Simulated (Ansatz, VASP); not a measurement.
# BeZn2P2 in two plane-wave programs, part 2 of 2

Aim: how closely do two programs agree when they are given the same cell, functional and k mesh? The cell is generated by rule, not measured, and may not be a known phase. The cell is taken from a series of runs on this material, whose earlier steps may have relaxed, scaled, displaced or heated it; both programs get it as it stands.

VASP 6.6.1 and Ansatz 0.2.0.

So far: The starting structure; Ansatz: relaxation of cell and atoms, PBEsol.

## 3. VASP: relaxation of cell and atoms, PBEsol

Level of this step: PBEsol; plane waves and PAW (Be, Zn, P); invented cell (VASP).

The same cell, functional, mesh and smearing now go to VASP, with its own data sets.

Lines of VASP's logs that name or quote its potential files are left out, and so is its time.

The input, INCAR:

```
SYSTEM = BeZn2P2
PREC = Accurate
ENCUT = 600
EDIFF = 1E-07
NELM = 120
ISMEAR = 1
SIGMA = 0.15
LREAL = .FALSE.
ALGO = Normal
GGA = PS
NBANDS = 24
LORBIT = 11
LWAVE = .FALSE.
LCHARG = .FALSE.
ISIF = 3
IBRION = 2
NSW = 80
EDIFFG = -0.005
LASPH = .TRUE.
GGA_COMPAT = .FALSE.
NELMIN = 4
KPAR = 2
```

The input, POSCAR:

```
BeZn2P2
1.0
    3.7323570000     -0.0000030000      0.0000000000
   -1.8661760000      3.2323180000      0.0000000000
    0.0000000000      0.0000000000      6.0872100000
Be Zn P
1 2 2
Direct
    0.0000000000      0.0000000000      0.0000000000
    0.3333333195      0.6666664604      0.6239930937
    0.6666665258      0.3333332302      0.3760069063
    0.3333333195      0.6666664604      0.2067794605
    0.6666665258      0.3333332302      0.7932205395
```

The input, KPOINTS:

```
Automatic mesh
0
Gamma
9 9 6
0 0 0
```

PAW data sets: Be, Zn and P (PBE family, release 64).

On the command line:

```console
$ mpirun -np 2 vasp_std
```

Numbers of over 12 decimals in the logs are rounded to 6 here.

What it wrote:

```text
[banner, memory and clock lines left out]
running    2 mpi-ranks, on    1 nodes
 distrk:  each k-point on    1 cores,    2 groups
 distr:  one band on    1 cores,    1 groups

 POSCAR found type information on POSCAR BeZnP
 POSCAR found :  3 types and       5 ions
|                                                                             |
|               ----> ADVICE to this user running VASP <----                  |
|                                                                             |
|     You enforced a specific xc type in the INCAR file but a different       |
|     [... a line on the potential file left out ...]
|     I HOPE YOU KNOW WHAT YOU ARE DOING!                                     |
|                                                                             |

 LDA part: xc-table for (Slater+PW92), standard interpolation
 POSCAR, INCAR and KPOINTS ok, starting setup
 FFT: planning ... GRIDC
 FFT: planning ... GRID_SOFT
 FFT: planning ... GRID
 WAVECAR not read
 entering main loop
       N       E                     dE             d eps       ncg     rms          rms(c)
DAV:   1     0.207970366990E+03    0.20797E+03   -0.18858E+04  2976   0.201E+03
DAV:   2    -0.344209200394E+01   -0.21141E+03   -0.20555E+03  3056   0.372E+02
DAV:   3    -0.193015812258E+02   -0.15859E+02   -0.15581E+02  3800   0.104E+02
DAV:   4    -0.195918180487E+02   -0.29024E+00   -0.28994E+00  3456   0.133E+01
DAV:   5    -0.195965001649E+02   -0.46821E-02   -0.46815E-02  3880   0.167E+00    0.868E+00
DAV:   6    -0.185497152754E+02    0.10468E+01   -0.45321E+00  3824   0.596E+01    0.724E+00
DAV:   7    -0.185350775112E+02    0.14638E-01   -0.12313E+00  3712   0.125E+01    0.369E+00
DAV:   8    -0.185235487002E+02    0.11529E-01   -0.61972E-02  3880   0.233E+00    0.844E-01
DAV:   9    -0.185216025180E+02    0.19462E-02   -0.58761E-03  3824   0.186E+00    0.149E-01
DAV:  10    -0.185216023866E+02    0.13146E-06   -0.10393E-03  3512   0.234E-01    0.546E-02
DAV:  11    -0.185216016062E+02    0.78033E-06   -0.60007E-05  4000   0.820E-02    0.200E-02
DAV:  12    -0.185216018337E+02   -0.22748E-06   -0.10421E-05  4512   0.450E-02    0.954E-03
DAV:  13    -0.185216010601E+02    0.77362E-06   -0.31285E-06  4128   0.223E-02    0.347E-03
DAV:  14    -0.185216010378E+02    0.22289E-07   -0.48913E-07  3584   0.971E-03
   1 F= -.18521601E+02 E0= -.18521864E+02  d E =-.185216E+02
 curvature:   0.00 expect dE= 0.000E+00 dE for cont linesearch  0.000E+00
 trial: gam= 0.00000 g(F)=  0.882E-05 g(S)=  0.375E-03 ort = 0.000E+00 (trialstep = 0.100E+01)
 search vector abs. value=  0.384E-03
 bond charge predicted
       N       E                     dE             d eps       ncg     rms          rms(c)
DAV:   1    -0.185256838074E+02   -0.40827E-02   -0.50820E-02  3744   0.424E+00    0.450E-01
DAV:   2    -0.185222612832E+02    0.34225E-02   -0.15186E-02  3704   0.302E+00    0.174E-01
DAV:   3    -0.185218729911E+02    0.38829E-03   -0.55773E-04  3840   0.324E-01    0.902E-02
DAV:   4    -0.185217289318E+02    0.14406E-03   -0.16952E-04  4288   0.124E-01    0.219E-02
DAV:   5    -0.185217184724E+02    0.10459E-04   -0.18810E-05  4608   0.494E-02    0.963E-03
DAV:   6    -0.185217176369E+02    0.83555E-06   -0.84114E-06  3488   0.256E-02    0.256E-03
DAV:   7    -0.185217177863E+02   -0.14937E-06   -0.19304E-07  2728   0.112E-02    0.770E-04
DAV:   8    -0.185217178792E+02   -0.92964E-07   -0.14774E-07  1992   0.398E-03
   2 F= -.18521718E+02 E0= -.18521972E+02  d E =-.116841E-03
 trial-energy change:   -0.000117  1 .order   -0.000121   -0.000384    0.000141
 step:   0.7208(harm=  0.7310)  dis= 0.00032  next Energy=   -18.521738 (dE=-0.137E-03)
 bond charge predicted
       N       E                     dE             d eps       ncg     rms          rms(c)
DAV:   1    -0.185220456429E+02   -0.32786E-03   -0.39585E-03  3744   0.118E+00    0.126E-01
DAV:   2    -0.185217780974E+02    0.26755E-03   -0.12066E-03  3688   0.863E-01    0.484E-02
DAV:   3    -0.185217487018E+02    0.29396E-04   -0.45213E-05  3864   0.967E-02    0.251E-02
DAV:   4    -0.185217383431E+02    0.10359E-04   -0.13749E-05  4248   0.351E-02    0.619E-03
DAV:   5    -0.185217377644E+02    0.57874E-06   -0.14730E-06  4488   0.140E-02    0.276E-03
DAV:   6    -0.185217377812E+02   -0.16813E-07   -0.68294E-07  3200   0.729E-03
   3 F= -.18521738E+02 E0= -.18521995E+02  d E =-.136743E-03
 curvature:  -0.36 expect dE=-0.193E-05 dE for cont linesearch -0.606E-07
 trial: gam= 0.03459 g(F)=  0.293E-05 g(S)=  0.236E-05 ort =-0.799E-05 (trialstep = 0.944E+00)
 search vector abs. value=  0.520E-05
 reached required accuracy - stopping structural energy minimisation
```

Parts of OUTCAR (step 3):

```text
ion  position               nearest neighbor table
   1  0.000  0.000  0.000-   5 2.50   4 2.50   4 2.50   5 2.50   5 2.50   4 2.50
   2  0.333  0.667  0.624-   5 2.39   5 2.39   5 2.39   4 2.54   3 2.63   3 2.63   3 2.63
   3  0.667  0.333  0.376-   4 2.39   4 2.39   4 2.39   5 2.54   2 2.63   2 2.63   2 2.63
   4  0.333  0.667  0.207-   3 2.39   3 2.39   3 2.39   1 2.50   1 2.50   1 2.50   2 2.54
   5  0.667  0.333  0.793-   2 2.39   2 2.39   2 2.39   1 2.50   1 2.50   1 2.50   3 2.54

  LATTYP: Found a hexagonal cell.
 ALAT       =     3.7323570000
 C/A-ratio  =     1.6309291957

 Subroutine GETGRP returns: Found 12 space group operations
 (whereof 12 operations were pure point group operations)

The static configuration has the point symmetry D_3d.

 Found     62 irreducible k-points:

   k-points           NKPTS =     62   k-points in BZ     NKDIM =     62   number of bands    NBANDS=     24

   dimension x,y,z NGX =    30 NGY =   30 NGZ =   50
   dimension x,y,z NGXF=    60 NGYF=   60 NGZF=  100

   ENCUT  =  600.0 eV  44.10 Ry    6.64 a.u.   7.45  7.45 12.16*2*pi/ulx,y,z

   NELECT =      36.0000    total number of electrons

 k-points in reciprocal lattice and weights: Automatic mesh
   0.00000000  0.00000000  0.00000000       0.002
   0.11111111  0.00000000  0.00000000       0.012
   0.22222222  0.00000000  0.00000000       0.012
   0.33333333 -0.00000000  0.00000000       0.012
   0.44444444  0.00000000  0.00000000       0.012
   0.11111111  0.11111111  0.00000000       0.012
   0.22222222  0.11111111  0.00000000       0.025
   0.33333333  0.11111111  0.00000000       0.025
   0.44444444  0.11111111  0.00000000       0.012
[...]
0.33333333  0.22222222  0.50000000       0.025
   0.33333333  0.33333333  0.50000000       0.004

 average (electrostatic) potential at core
       1 -35.7859       2 -34.3416       3 -34.3416       4 -82.9970       5 -82.9970

 E-fermi :   5.4247

 k-point     1 :       0.0000    0.0000    0.0000
  band No.  band energies     occupation
    ...
     13      -1.5622      2.00000
     14       4.4943      2.00000
     15       4.4943      2.00000
     16       5.1441      2.02374
     17       5.1441      2.02374
     18       5.5342      0.06016
     19       7.2109     -0.00000
     20       7.2787     -0.00000
     21       8.6193      0.00000
     22       8.6193      0.00000
    ...

 k-point     2 :       0.1111    0.0000    0.0000
  band No.  band energies     occupation
    ...
     13      -1.4447      2.00000
     14       3.1124      2.00000
     15       3.8809      2.00000
     16       4.5516      2.00000
     17       5.4078      1.18957
     18       5.5112      0.18129
     19       7.4080     -0.00000
     20       7.9210     -0.00000
     21       8.5291      0.00000
     22       8.7526      0.00000
    ...

 k-point     3 :       0.2222    0.0000    0.0000
  band No.  band energies     occupation
    ...
     14       1.2538      2.00000
     15       3.0608      2.00000
     16       3.1935      2.00000
     17       4.9166      2.00002
     18       5.3417      1.79620
     19       6.5467     -0.00000
     20       7.9223     -0.00000
     21       8.6117      0.00000
     22       8.7401      0.00000
     23      10.1937      0.00000
    ...

  Total        0.0030159      0.0030159     -0.0150386     -0.0000000      0.0000000      0.0000000
  in kB        0.0656438      0.0656438     -0.3273275     -0.0000000      0.0000000      0.0000000
  external PRESSURE =      -0.0653466 kB  Pullay stress =       0.0000000 kB

  energy-cutoff  :      600.00
  volume of cell :       73.61
      direct lattice vectors                 reciprocal lattice vectors
     3.735582229 -0.000003003  0.000000000     0.267696012  0.154554061 -0.000000000
    -1.867788612  3.235111133  0.000000000     0.000000248  0.309108535 -0.000000000
     0.000000000  0.000000000  6.090993002    -0.000000000 -0.000000000  0.164176843

 POSITION                                       TOTAL-FORCE (eV/Angst)
 -----------------------------------------------------------------------------------
      0.00000      0.00000      0.00000        -0.000000      0.000000     -0.000000
      0.00000      2.15674      3.80083         0.000000     -0.000000      0.004056
      1.86779      1.07837      2.29016        -0.000000      0.000000     -0.004056
      0.00000      2.15674      1.25917        -0.000000     -0.000000      0.003732
      1.86779      1.07837      4.83182         0.000000     -0.000000     -0.003732
 -----------------------------------------------------------------------------------
    total drift:                                0.000000      0.000346      0.000000

  FREE ENERGIE OF THE ION-ELECTRON SYSTEM (eV)
  ---------------------------------------------------
  free  energy   TOTEN  =       -18.5217377812 eV

  energy  without entropy=      -18.5225081566  energy(sigma->0) =      -18.52199457

 reached required accuracy - stopping structural energy minimisation

 total charge
# of ion       s       p       d       tot
------------------------------------------
    1        0.315   0.419   0.000   0.734
    2        0.584   0.536   9.773  10.893
    3        0.584   0.536   9.773  10.893
    4        1.034   1.472   0.000   2.506
    5        1.034   1.472   0.000   2.506
--------------------------------------------------
tot          3.552   4.433  19.545  27.531

[... 3 further parts left out ...]
```

The run keeps the 12 symmetry operations of its start, so it cannot find a distortion of lower symmetry.

## 4. Differences

Known differences besides the potentials themselves: the cutoff is 420 eV in Ansatz and 600 eV in VASP; Ansatz makes its cores anew for this functional, VASP keeps those of its PBE data sets; Ansatz adds a Pulay correction to the stress that steers its cell, VASP none. Total energies have different zeros and are not compared.

The two programs side by side:

| quantity | Ansatz | VASP | difference |
| --- | --- | --- | --- |
| volume (Å³) | 73.44 | 73.61 | -0.23 % |
| edge a after relaxation, in the typed setting (Å) | 3.733 | 3.736 | -0.08 % |
| edge c after relaxation, in the typed setting (Å) | 6.086 | 6.091 | -0.08 % |

## 5. VASP: zone-centre phonons, PBEsol

Second derivatives magnify differences that forces hide, and they need a tight electronic threshold.

The input, INCAR:

```
SYSTEM = BeZn2P2
PREC = Accurate
ENCUT = 600
EDIFF = 1E-08
NELM = 120
ISMEAR = 1
SIGMA = 0.15
LREAL = .FALSE.
ALGO = Normal
GGA = PS
NBANDS = 24
LORBIT = 11
LWAVE = .FALSE.
LCHARG = .FALSE.
ISIF = 2
IBRION = 8
LASPH = .TRUE.
GGA_COMPAT = .FALSE.
KPAR = 2
```

The input, POSCAR:

```
BeZn2P2
1.0
    3.7327437306     -0.0000030525      0.0000000000
   -1.8663692218      3.2326524228      0.0000000000
    0.0000000000      0.0000000000      6.0864390006
Be Zn P
1 2 2
Direct
    0.0000000000      0.0000000000      0.0000000000
    0.3333333333      0.6666666667      0.6240765723
    0.6666666667      0.3333333333      0.3759234277
    0.3333333333      0.6666666667      0.2069294324
    0.6666666667      0.3333333333      0.7930705676
```

KPOINTS is that of step 3.

On the command line:

```console
$ mpirun -np 2 vasp_std
```

What it wrote:

```text
[banner, memory and clock lines left out]
running    2 mpi-ranks, on    1 nodes
[...]
[... a notice as in an earlier step ...]

 LDA part: xc-table for (Slater+PW92), standard interpolation
 POSCAR, INCAR and KPOINTS ok, starting setup
[...]
entering main loop
       N       E                     dE             d eps       ncg     rms          rms(c)
DAV:   1     0.205886616144E+03    0.20589E+03   -0.18764E+04  2976   0.202E+03
DAV:   2    -0.357937516426E+01   -0.20947E+03   -0.20364E+03  3024   0.371E+02
DAV:   3    -0.192936673319E+02   -0.15714E+02   -0.15357E+02  3760   0.103E+02
DAV:   4    -0.195915435339E+02   -0.29788E+00   -0.29750E+00  3504   0.134E+01
[...]
DAV:  15    -0.185215954955E+02    0.12928E-07   -0.44783E-08  3568   0.151E-03    0.950E-04
DAV:  16    -0.185215954623E+02    0.33244E-07   -0.10289E-08  2352   0.217E-03    0.153E-04
DAV:  17    -0.185215954637E+02   -0.14415E-08   -0.24144E-09  1856   0.476E-04
   1 F= -.18521595E+02 E0= -.18521867E+02  d E =0.815858E-03
[...]
RMM:  11    -0.486686049209E-01    0.26429E-07   -0.19290E-08 21353   0.367E-05    0.701E-06
RMM:  12    -0.486686245690E-01   -0.19648E-07   -0.47671E-08 19264   0.170E-05    0.934E-07
RMM:  13    -0.486686206645E-01    0.39045E-08   -0.30886E-08 13317   0.106E-05    0.456E-07
 first order change of Fermi-energy  -0.32078E-04
 force on displaced ion       4 direction 1 :  -3.121  -0.001   0.000
 Linear response progress:
  Degree of freedom:   6/  6
       N       E                     dE             d eps       ncg     rms          rms(c)
RMM:   1    -0.625654413620E-01   -0.62565E-01    0.48380E-02  7442   0.137E+00
RMM:   2    -0.591400017510E-01    0.34254E-02   -0.30911E-03  4638   0.454E-01    0.159E-01
RMM:   3    -0.593266427306E-01   -0.18664E-03   -0.61983E-04  5090   0.138E-01    0.716E-02
RMM:   4    -0.594827696892E-01   -0.15613E-03   -0.10984E-04  4607   0.579E-02    0.311E-02
[...]
RMM:  10    -0.595274624550E-01    0.12764E-06   -0.11916E-08  5313   0.153E-04    0.177E-05
RMM:  11    -0.595274439791E-01    0.18476E-07    0.22187E-09  5438   0.486E-05    0.842E-06
RMM:  12    -0.595274378720E-01    0.61071E-08   -0.50239E-09  5260   0.198E-05    0.281E-06
 first order change of Fermi-energy   0.28704E+00
 force on displaced ion       4 direction 3 :  -0.000  -0.000  -5.884
 Linear response finished
```

OUTCAR, selected parts (step 5):

```text
 POSITION                                       TOTAL-FORCE (eV/Angst)
 -----------------------------------------------------------------------------------
      0.00000      0.00000      0.00000        -0.000000     -0.000000      0.000000
      0.00000      2.15510      3.79840        -0.000000     -0.000000      0.000259
      1.86637      1.07755      2.28804         0.000000     -0.000000     -0.000259
      0.00000      2.15510      1.25946         0.000000     -0.000000     -0.016970
      1.86637      1.07755      4.82698        -0.000000      0.000000      0.016970
 -----------------------------------------------------------------------------------
    total drift:                               -0.000000      0.000000     -0.000000

[... 1 part as in an earlier step ...]
```

## 6. Ansatz: zone-centre phonons, PBEsol

The same cell, functional, mesh and smearing now go to Ansatz, which takes its cutoff from its data sets.

The cell is taken from a series of runs on this material, whose earlier steps may have relaxed, scaled, displaced or heated it; both programs get it as it stands.

The input, input.yaml:

```yaml
crystal:
  lattice:
    - [3.7327437306, -3.0525e-06, 0.0]
    - [-1.8663692218, 3.2326524228, 0.0]
    - [0.0, 0.0, 6.0864390006]
  atoms:
    - { symbol: Be, position: [0.0, 0.0, 0.0] }
    - { symbol: Zn, position: [0.3333333333, 0.6666666667, 0.6240765723] }
    - { symbol: Zn, position: [0.6666666667, 0.3333333333, 0.3759234277] }
    - { symbol: P, position: [0.3333333333, 0.6666666667, 0.2069294324] }
    - { symbol: P, position: [0.6666666667, 0.3333333333, 0.7930705676] }
kpoints:
  mp_grid: { grid: [9, 9, 6] }
hamiltonian:
  xc: pbesol
scf:
  occupations: { method: methfessel_paxton, width: 0.15 }
output:
  eigenvalues: true
phonons:
  method: dfpt
```

On the command line:

```console
$ ansatz run input.yaml --threads 8 --pin off --max-ram 14336MiB --backend cpu --events-out ev --progress --plain --runs-dir out
```

What it wrote:

```text
[...]
Crystal: 5 atoms, lattice volume = 73.443 Å³
Basis set: ecut = 420 eV, 1437 PW (Γ), exchange–correlation on 50×50×90 points (8 copies of the dense FFT grid, shifted against one another)
Bands: 23, of which v1, the nominal top of the filled ones, is band 18 counted from 1 (17 counted from 0)
Symmetry: 12 space group operations
k-points: 140 of 486 (irreducible under 2 space group operations, time reversal used)
[...]
ASR residual: 1.056e-4 → 0.000e0 eV/Å²; symmetrization residual: 1.633e-4 eV/Å²
  ASR residual per site (eV/Å²): 1.06e-4 7.63e-6 7.63e-6 2.32e-6 2.32e-6
  Γ frequencies (cm⁻¹): -155.73 -155.73 0.00 0.00 0.00 88.57 88.57 104.84 166.64 220.14 220.14 225.79 225.79 287.16 293.81
  non-analytic LO–TO correction: not included (Born effective charges unavailable; polar crystals: no LO–TO splitting at Γ)
[key lines of the parts left out:]
SCF converged after 11 iterations
Free energy (F): -8132.088942 eV
Fermi energy:    9.384908 eV
```

## 7. Side by side

The two programs side by side:

| quantity | Ansatz | VASP | difference |
| --- | --- | --- | --- |
| optical mode 1 to 2 (imaginary, printed as negative) (cm⁻¹) | -155.7 | -148.9 | -6.8 |
| optical mode 3 to 4 (cm⁻¹) | 88.6 | 89.6 | -1.10 % |
| optical mode 5 (cm⁻¹) | 104.8 | 110.4 | -5.02 % |
| optical mode 6 (cm⁻¹) | 166.6 | 168.1 | -0.88 % |
| optical mode 7 to 8 (cm⁻¹) | 220.1 | 221.1 | -0.45 % |
| optical mode 9 to 10 (cm⁻¹) | 225.8 | 226.2 | -0.17 % |
| optical mode 11 (cm⁻¹) | 287.2 | 288.2 | -0.35 % |
| optical mode 12 (cm⁻¹) | 293.8 | 296.2 | -0.81 % |

Modes are paired by rising frequency, not by their patterns, so a pair may set unlike modes beside each other; they are those without the splitting of longitudinal modes.

## 8. What came out

* difference in volume (relaxation of cell and atoms, PBEsol): -0.23 %
* r.m.s. difference of the optical zone-centre modes, each program's sorted by frequency (zone-centre phonons, PBEsol): 3.4 cm⁻¹
* difference in optical mode 5 (zone-centre phonons, PBEsol): -5.0 %

What this shows: The difference in volume is -0.23 % (relaxation of cell and atoms, PBEsol), within the 1.2 % picked in this series as the mark of a large difference, as far as the stopping tolerances let one tell. Among the rows given in per cent, the largest difference of the zone-centre phonons, PBEsol pair is in optical mode 5, -5.0 %. How closely two codes agree says nothing of how well the functional describes the real material.

[Lines on the potential files, build, host, timing and source positions are cut from VASP's logs without a mark.]

[Logs are printed without paths, hosts, clocks, repeated set-up lines and the standing remarks that a program may print on its own settings, such as how far it seeks lower states.]

[Hosts, paths, dates, database ids (printed as entryN), source tags and the programs' standing remarks are cut or masked in the printed files.]
